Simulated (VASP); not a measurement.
All values below come from PBE GGA with D3 dispersion (Becke-Johnson damping), VASP's PBE PAW potentials (set 64) (plane waves; VASP).

VASP input:

**KPOINTS**
```
Automatic mesh
0
Gamma
9 9 9
0 0 0
```

**INCAR**
```
PREC  =  Accurate
LMAXMIX  =  4   # l cut-off of mixed one-centre charges
LWAVE  =  .FALSE.
SYSTEM  =  InP
LORBIT  =  11   # lm-projected
LREAL  =  .FALSE.   # projection in real space or not
IVDW  =  12
ISMEAR  =  -5   # tetrahedra, Bloechl
ALGO  =  Normal
ISIF  =  2
GGA  =  PE   # PBE
EDIFF  =  1E-7
NEDOS  =  601   # DOS grid
ENCUT  =  400   # plane-wave cut-off (eV)
NELM  =  100   # most electronic steps
LCHARG  =  .TRUE.
LASPH  =  .TRUE.   # aspherical one-centre terms
```

### POSCAR
```
InP
4.1656090
  0.0000000000   0.7071068483   0.7071068483
  0.7071068483   0.0000000000   0.7071068483
  0.7071068483   0.7071068483   0.0000000000
P In
1 1
Cartesian
  0.3535534242   0.3535534242   0.3535534242
  0.0000000000   0.0000000000   0.0000000000
```

POTCAR, in this order: P In_d (PBE.64 set). Program: vasp_std.

Output of the run:

File OSZICAR:
```
       N       E                     dE             d eps       ncg     rms          rms(c)
DAV:   1     0.104114796451E+03    0.10411E+03   -0.74882E+03   910   0.127E+03
DAV:   2    -0.123783546785E+01   -0.10535E+03   -0.10275E+03   950   0.296E+02
DAV:   3    -0.861476018011E+01   -0.73769E+01   -0.73238E+01  1205   0.866E+01
DAV:   4    -0.880123944020E+01   -0.18648E+00   -0.18638E+00  1068   0.154E+01
DAV:   5    -0.881020970878E+01   -0.89703E-02   -0.89701E-02  1336   0.287E+00    0.554E+00
DAV:   6    -0.842089054771E+01    0.38932E+00   -0.74848E-01  1341   0.155E+01    0.340E+00
DAV:   7    -0.839433506528E+01    0.26555E-01   -0.19664E-01  1227   0.384E+00    0.124E+00
DAV:   8    -0.839459533607E+01   -0.26027E-03   -0.16701E-02  1138   0.189E+00    0.357E-01
DAV:   9    -0.839532200120E+01   -0.72667E-03   -0.22738E-03  1128   0.718E-01    0.195E-01
DAV:  10    -0.839536386097E+01   -0.41860E-04   -0.21412E-04  1250   0.128E-01    0.134E-01
DAV:  11    -0.839540951219E+01   -0.45651E-04   -0.32341E-05  1040   0.449E-02    0.533E-02
DAV:  12    -0.839542660126E+01   -0.17089E-04   -0.48611E-05  1018   0.119E-01    0.214E-02
DAV:  13    -0.839542679877E+01   -0.19751E-06   -0.22067E-06  1138   0.153E-02    0.185E-02
DAV:  14    -0.839542698392E+01   -0.18515E-06   -0.88482E-07  1010   0.101E-02    0.689E-03
DAV:  15    -0.839542716045E+01   -0.17652E-06   -0.91717E-08   805   0.269E-03    0.292E-03
DAV:  16    -0.839542715627E+01    0.41714E-08   -0.13112E-08   520   0.183E-03
   1 F= -.90121673E+01 E0= -.90121673E+01  d E =0.000000E+00
```

**OUTCAR**
```
------------------------ aborting loop because EDIFF is reached ----------------------------------------
 Edisp (eV)   -0.61674
  FORCE on cell =-STRESS in cart. coord.  units (eV):
  Direction    XX          YY          ZZ          XY          YZ          ZX
  --------------------------------------------------------------------------------------
  Total       0.00836     0.00836     0.00836    -0.00000    -0.00000    -0.00000
  in kB       0.26198     0.26198     0.26198    -0.00000    -0.00000    -0.00000
  external pressure =        0.26 kB  Pullay stress =        0.00 kB
  volume of cell :       51.11
      direct lattice vectors                 reciprocal lattice vectors
     0.000000000  2.945530651  2.945530651    -0.169748700  0.169748700  0.169748700
     2.945530651  0.000000000  2.945530651     0.169748700 -0.169748700  0.169748700
     2.945530651  2.945530651  0.000000000     0.169748700  0.169748700 -0.169748700
  FREE ENERGIE OF THE ION-ELECTRON SYSTEM (eV)
  ---------------------------------------------------
  free  energy   TOTEN  =        -9.0121672702 eV

  energy  without entropy=       -9.0121672702  energy(sigma->0) =       -9.01216727

 total charge

# of ion       s       p       d       tot
------------------------------------------
    1        1.032   1.488   0.000   2.519
    2        0.827   0.752   9.898  11.477
--------------------------------------------------
tot          1.859   2.240   9.898  13.996
```
(Selected blocks of OUTCAR.)

The structure comes from a measured InP entry (F-43m) of the Crystallography Open Database, whose conditions weren't checked. It was relaxed first.
